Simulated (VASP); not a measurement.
A convergence study with VASP on CaF₂: one setting is varied, all else stays as given below, so the limit is that of these other settings.

```
CaF2
1.0
    3.88011     0.00000     0.00000
    1.94005     3.36027     0.00000
    0.00000     0.00000    21.92019
Ca F
3 6
Direct
  0.00000   0.00000   0.35547
  0.33333   0.33333   0.50000
  0.66667   0.66667   0.64453
  0.66667   0.66667   0.31934
  0.33333   0.33333   0.39160
  0.00000   0.00000   0.46387
  0.66667   0.66667   0.53613
  0.33333   0.33333   0.60839
  0.00000   0.00000   0.68066
```

These are PBE GGA, VASP's PBE PAW potentials (set 64) (plane waves; VASP 6.6.1) values and carry that method's errors. The tightest run used: 400 eV cut-off, 18×18×1 Γ-centred mesh, Fermi-Dirac smearing of 0.020 eV, potentials Ca_sv F.

**Question.** The settings run are 2×2×1 mesh; 3×3×1 mesh; 4×4×1 mesh; 5×5×1 mesh; 6×6×1 mesh; 8×8×1 mesh; 10×10×1 mesh; 11×11×1 mesh; 13×13×1 mesh; 16×16×1 mesh; 18×18×1 mesh. From which on does the energy per atom stay within 0.005 eV/atom of the tightest run?

**Answer.** From 3×3×1 mesh on: it is off by 0.0005 there and by no more than 0.005 in any finer run, while 2×2×1 mesh is off by 0.0087.
```json
[
 {"setting": "2×2×1 mesh", "E (eV/atom)": "-5.7204", "largest force (eV/Å)": "0.143", "irreducible k-points": "2", "difference judged (eV/atom)": "0.0087"},
 {"setting": "3×3×1 mesh", "E (eV/atom)": "-5.7286", "largest force (eV/Å)": "0.127", "irreducible k-points": "3", "difference judged (eV/atom)": "0.0005"},
 {"setting": "4×4×1 mesh", "E (eV/atom)": "-5.7275", "largest force (eV/Å)": "0.127", "irreducible k-points": "4", "difference judged (eV/atom)": "0.0016"},
 {"setting": "5×5×1 mesh", "E (eV/atom)": "-5.7296", "largest force (eV/Å)": "0.128", "irreducible k-points": "5", "difference judged (eV/atom)": "0.0005"},
 {"setting": "6×6×1 mesh", "E (eV/atom)": "-5.7283", "largest force (eV/Å)": "0.128", "irreducible k-points": "7", "difference judged (eV/atom)": "0.0008"},
 {"setting": "8×8×1 mesh", "E (eV/atom)": "-5.7289", "largest force (eV/Å)": "0.128", "irreducible k-points": "10", "difference judged (eV/atom)": "0.0002"},
 {"setting": "10×10×1 mesh", "E (eV/atom)": "-5.7291", "largest force (eV/Å)": "0.128", "irreducible k-points": "14", "difference judged (eV/atom)": "0.0000"},
 {"setting": "11×11×1 mesh", "E (eV/atom)": "-5.7290", "largest force (eV/Å)": "0.128", "irreducible k-points": "16", "difference judged (eV/atom)": "0.0001"},
 {"setting": "13×13×1 mesh", "E (eV/atom)": "-5.7289", "largest force (eV/Å)": "0.128", "irreducible k-points": "21", "difference judged (eV/atom)": "0.0002"},
 {"setting": "16×16×1 mesh", "E (eV/atom)": "-5.7290", "largest force (eV/Å)": "0.128", "irreducible k-points": "30", "difference judged (eV/atom)": "0.0001"},
 {"setting": "18×18×1 mesh", "E (eV/atom)": "-5.7291", "largest force (eV/Å)": "0.128", "irreducible k-points": "37", "difference judged (eV/atom)": "0.0000"}
]
```

Left out are rungs that failed or repeat a setting and relaxations that didn't move; long series are thinned to 24 rows.

The cell is a sheet or thin cut with vacuum, built from a generated structure.
